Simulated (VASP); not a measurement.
Data:

```xyz
5
Lattice="-1.8729 1.8729 6.2006 1.8729 -1.8729 6.2006 1.8729 1.8729 -6.2006" Properties=species:S:1:pos:R:3 pbc="T T T"
K      1.8729     1.8729     6.2006
Fe     0.0000     1.8729     3.1003
Fe     1.8729     0.0000     3.1003
P      0.0000     0.0000     4.1861
P      0.0000     0.0000     8.2151
```

Computed with PBEsol GGA, VASP's PBE PAW potentials (set 64) (plane waves; VASP 6.6.1). Numerical set-up: 400 eV cut-off, 13×13×13 Γ-centred mesh, tetrahedra with Blöchl corrections, potentials K_sv Fe P.

The cores are frozen, which limits the accuracy of field gradients.

Give the principal components of the electric field gradient (V/Å²) and the asymmetry η at each nucleus.

```csv
atom,Vxx,Vyy,Vzz,η
K1,9.4,9.4,-18.8,0.00
Fe2,-14.7,-14.7,29.4,0.00
Fe3,-14.7,-14.7,29.4,0.00
P4,-3.4,-3.4,6.7,0.00
P5,-3.4,-3.4,6.7,0.00
```

The structure comes from a computed database's Fe2KP2 entry (I4/mmm); how it stands against other phases isn't given here. It was relaxed first. The run is not spin-polarised, so no magnetic state was tried.
